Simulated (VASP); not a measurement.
Set up this calculation in VASP 6.6.1, as the native input.

```
Task                    : density of states
Functional              : PBE
Potentials or basis     : VASP PAW PBE potentials, release 64 (Cu, Mo_sv)
Cutoff                  : 520 eV
k mesh                  : 10 × 10 × 4
Occupations             : gaussian, width 0.1 eV
Spin                    : no spin polarisation
k mesh for the DOS      : 15 × 15 × 6
Occupations for the DOS : tetrahedron
Further INCAR settings  : ALGO = Fast; EDIFF = 1e-07; NBANDS = 45
```

The system is Cu2Mo.

```xyz
6
Lattice="3.1815 0.0000 0.0000 0.0000 3.1815 0.0000 0.0000 0.0000 8.1254" Properties=species:S:1:pos:R:3 pbc="T T T"
Cu    0.0000    1.5907    4.7083
Cu    1.5907    0.0000    3.4170
Cu    0.0000    1.5907    2.1969
Cu    1.5907    0.0000    5.9285
Mo    0.0000    1.5907    7.4749
Mo    1.5907    0.0000    0.6505
```

The cell was built by a generator and needn't be a form met in nature.

The input as run:

POSCAR

```
Cu2Mo
1.0
    3.1814600000      0.0000000000      0.0000000000
    0.0000000000      3.1814600000      0.0000000000
    0.0000000000      0.0000000000      8.1253600000
Cu Mo
4 2
Direct
    0.0000000000      0.5000000000      0.5794610000
    0.5000000000      0.0000000000      0.4205390000
    0.0000000000      0.5000000000      0.2703720000
    0.5000000000      0.0000000000      0.7296280000
    0.0000000000      0.5000000000      0.9199480000
    0.5000000000      0.0000000000      0.0800520000
```

INCAR.step1

```
  PREC = Accurate
  ENCUT = 520
  EDIFF = 1E-7
  ISMEAR = 0
  SIGMA = 0.1
  LREAL = F
  LASPH = T
  NELM = 80
  ALGO = Fast
  ISIF = 2
  LWAVE = F
  LCHARG = T
  LMAXMIX = 4
  GGA = PE
  NBANDS = 45
  KPAR = 4
```

KPOINTS.step1

```
Automatic mesh
0
Gamma
  10 10 4
```

INCAR.step2

```
  PREC = Accurate
  ENCUT = 520
  EDIFF = 1E-7
  ISMEAR = -5
  SIGMA = 0.1
  LREAL = F
  LASPH = T
  NELM = 80
  ALGO = Fast
  ISIF = 2
  LWAVE = F
  LCHARG = F
  LMAXMIX = 4
  GGA = PE
  LORBIT = 11
  NBANDS = 45
  KPAR = 4
  NEDOS = 1001
  ICHARG = 11
```

KPOINTS.step2

```
Automatic mesh
0
Gamma
  15 15 6
```

Potentials or basis: VASP PAW PBE potentials, release 64 (Cu, Mo_sv).

Launch:

```sh
$ cat potpaw_PBE.64/Cu/POTCAR potpaw_PBE.64/Mo_sv/POTCAR > POTCAR
$ cp INCAR.step1 INCAR
$ cp KPOINTS.step1 KPOINTS
$ mpirun -np 4 vasp_std > vasp.out
$ cp INCAR.step2 INCAR
$ cp KPOINTS.step2 KPOINTS
$ mpirun -np 4 vasp_std > vasp.out
```

Results of the run:

```json
{
  "Valence electrons inside the program's atomic spheres": "Cu 9.94, 10.00; Mo 12.53"
}
```

It took 120 s on 4 MPI ranks on Intel(R) Xeon(R) Platinum 8488C (Sapphire Rapids) (shared host), peak memory 0.47 GiB a rank.
